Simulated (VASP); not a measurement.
OSZICAR of a VASP run on CdF₂ (space group Fm-3m):

OSZICAR:
```
       N       E                     dE             d eps       ncg     rms          rms(c)
DAV:   1    -0.886447402160E+03   -0.88645E+03   -0.15550E+04   356   0.143E+03
DAV:   2    -0.107341087686E+04   -0.18696E+03   -0.18393E+03   396   0.375E+02
DAV:   3    -0.107981788411E+04   -0.64070E+01   -0.64017E+01   367   0.762E+01
DAV:   4    -0.107984376155E+04   -0.25877E-01   -0.25876E-01   393   0.464E+00
DAV:   5    -0.163159071479E+02    0.10635E+04   -0.77208E+00   340   0.555E+01    0.131E+01
DAV:   6    -0.141078995210E+02    0.22080E+01   -0.55072E+00   427   0.398E+01    0.801E+00
DAV:   7    -0.143523114726E+02   -0.24441E+00   -0.18822E+00   343   0.149E+01    0.606E+00
DAV:   8    -0.143157659862E+02    0.36545E-01   -0.72886E-02   352   0.414E+00    0.276E+00
DAV:   9    -0.143063793101E+02    0.93867E-02   -0.41840E-02   354   0.206E+00    0.145E+00
DAV:  10    -0.143052253593E+02    0.11540E-02   -0.19942E-03   355   0.904E-01    0.933E-01
DAV:  11    -0.143046261688E+02    0.59919E-03   -0.10116E-03   345   0.548E-01    0.597E-01
DAV:  12    -0.143046145584E+02    0.11610E-04   -0.51821E-04   347   0.278E-01    0.359E-01
DAV:  13    -0.143046526655E+02   -0.38107E-04   -0.72231E-05   344   0.108E-01    0.196E-01
DAV:  14    -0.143046834051E+02   -0.30740E-04   -0.23548E-05   346   0.661E-02    0.116E-01
DAV:  15    -0.143047029104E+02   -0.19505E-04   -0.10816E-05   343   0.431E-02    0.678E-02
DAV:  16    -0.143047138192E+02   -0.10909E-04   -0.41853E-06   337   0.264E-02    0.394E-02
DAV:  17    -0.143047195645E+02   -0.57453E-05   -0.16842E-06   296   0.158E-02    0.231E-02
DAV:  18    -0.143047224805E+02   -0.29160E-05   -0.72500E-07   261   0.100E-02    0.135E-02
DAV:  19    -0.143047239428E+02   -0.14624E-05   -0.32476E-07   254   0.649E-03    0.797E-03
DAV:  20    -0.143047246286E+02   -0.68580E-06   -0.13981E-07   255   0.409E-03
   1 F= -.14304725E+02 E0= -.14304725E+02  d E =-.439005E-47
```

**Question.** Which electronic solver shows in the log?

**Answer.** It is blocked Davidson (ALGO = Normal, or the opening steps of other solvers). The INCAR had ALGO = Normal.

**Question.** Can the final energy be trusted as converged?

**Answer.** The run converged. It stopped with EDIFF = 1E-6, NELM = 100 (HSE06 screened hybrid, plane waves, VASP's PBE PAW potentials (set 64)).

The structure comes from a computed database's CdF2 entry; how it stands against other phases isn't given here. The cell was not relaxed at this level. The run is one of a series of settings (ENCUT = 460 against the base run), some of them coarse on purpose.
